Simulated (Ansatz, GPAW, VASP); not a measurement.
# Code comparison for Rb2ZnF4 (P1, 7 atoms in the cell)

Self-consistent single point.

```yaml
crystal:
  lattice:
    - [-2.06141, 2.06141, 6.84127]
    - [2.06141, -2.06141, 6.84127]
    - [2.06141, 2.06141, -6.84127]
  atoms:
    - { symbol: Rb, position: [0.34352, 0.36052, 0.99818] }
    - { symbol: Rb, position: [0.64329, 0.64625, 0.99339] }
    - { symbol: Zn, position: [0.99802, 0.99519, 0.99702] }
    - { symbol: F, position: [0.15429, 0.14865, 0.00652] }
    - { symbol: F, position: [0.85266, 0.84699, 0.99677] }
    - { symbol: F, position: [0.50617, 0.99999, 0.50361] }
    - { symbol: F, position: [0.00205, 0.50240, 0.50450] }
```

Shared settings, as Ansatz (an electronic-structure program) writes them: kpoints.mp_grid.grid = 3 3 4; scf.occupations.method = fixed. Potentials and cutoffs stand in the table.

| code | model | pressure (GPa) | largest force (eV/Å) | gap on the mesh (eV) | cutoff |
|---|---|---|---|---|---|
| GPAW | PBEsol, GPAW PAW datasets PBEsol (made by gpaw-setup) | – | 0.338 | 4.244 | 900 eV |
| Ansatz | PBEsol, PAW files made with PBE | -0.52 | 0.331 | 4.280 | 420 eV |
| VASP | PBEsol, VASP's PBE PAW potentials (set 64) | -6.39 | 0.347 | 4.242 | 400 eV |

Size of the force on each atom (eV/Å): Sizes of forces hide their directions.

```
code      Rb1    Rb2    Zn3     F4     F5     F6     F7
------  -----  -----  -----  -----  -----  -----  -----
GPAW    0.130  0.151  0.338  0.126  0.061  0.158  0.166
Ansatz  0.129  0.153  0.331  0.124  0.061  0.154  0.162
VASP    0.126  0.143  0.347  0.107  0.064  0.162  0.172
```

A dash marks a value that a program does not give, or that is left out as unsure.

Gaps are read on the mesh.

The spread over the programs that give each value: pressure within 5.87 GPa; largest force within 0.016 eV/Å; gap on the mesh within 0.038 eV.

Ansatz's pressure is given at a fixed set of plane waves, as the other plane-wave codes print theirs; with its correction for the finite basis it is -0.22 GPa (the shift of 0.30 GPa shows how far the cutoff is from converged). The pressure of GPAW is left out: its cutoff lies under the one at which its stress was checked.

VASP's run is marked for a possible Pulay error in its stress at this cutoff; no cutoff test was made.

VASP ran the fixed occupations as a Gaussian smearing of 0.01 eV.

The starting cell comes from a database of computed structures (which also holds hypothetical and non-ambient phases and stackings), without a prior relaxation at this level. Its atoms were displaced at random from the sites of space group no. 139.

Left out of this page: CP2K (unsound by tests on forces, stress, charge or solver warnings); SIESTA (not drawn, or without a comparable value).

Keys are those of Ansatz 0.2.
